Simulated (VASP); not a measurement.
RhPb:

```
CELL_PARAMETERS angstrom
5.67800 0.00000 0.00000
-2.83900 4.91729 0.00000
0.00000 0.00000 4.42800
ATOMIC_POSITIONS crystal
Rh 0.50000 0.00000 0.00000
Rh 0.50000 0.50000 0.00000
Rh 0.00000 0.50000 0.00000
Pb 0.33333 0.66667 0.50000
Pb 0.66667 0.33333 0.50000
Pb 0.00000 0.00000 0.00000
```

```yaml
Program: VASP 6.6.1
Task: relaxation of cell and atoms
Functional: r2SCAN
Potentials_or_basis: VASP PAW PBE potentials, release 64 (Rh_pv, Pb_d)
Cutoff: 600 eV
k_mesh: 9 × 9 × 8
Occupations: methfessel-paxton, width 0.1 eV
Spin: no spin polarisation
```

At the start: pressure 2.7 GPa; volume 20.61 Å³/atom.

Q: How do energy, volume and symmetry change on relaxing?

A: Over 5 steps the energy falls by 3.5 meV/atom and the volume is 21.02 Å³/atom (+2.0 %); space group P6/mmm (No. 191, to 0.05 Å).

The path:
```csv
step,energy change (eV),largest force (eV/Å),pressure (GPa),volume (Å³)
1,0.0000,0.0000,2.67,123.63
2,0.0188,0.0000,-3.33,129.87
3,-0.0208,0.0000,-0.02,126.19
4,-0.0208,0.0000,0.03,126.14
5,-0.0209,0.0000,0.03,126.14
```

Final structure:
```yaml
crystal:
  lattice:
    - [5.71139, 0.00000, 0.00000]
    - [-2.85570, 4.94621, 0.00000]
    - [0.00000, 0.00000, 4.46507]
  atoms:
    - { symbol: Rh, position: [0.50000, 0.00000, 0.00000] }
    - { symbol: Rh, position: [0.50000, 0.50000, 0.00000] }
    - { symbol: Rh, position: [0.00000, 0.50000, 0.00000] }
    - { symbol: Pb, position: [0.33333, 0.66667, 0.50000] }
    - { symbol: Pb, position: [0.66667, 0.33333, 0.50000] }
    - { symbol: Pb, position: [0.00000, 0.00000, 0.00000] }
```

Caveat: the PAW data sets were made with another functional, which shifts forces and pressure a little.
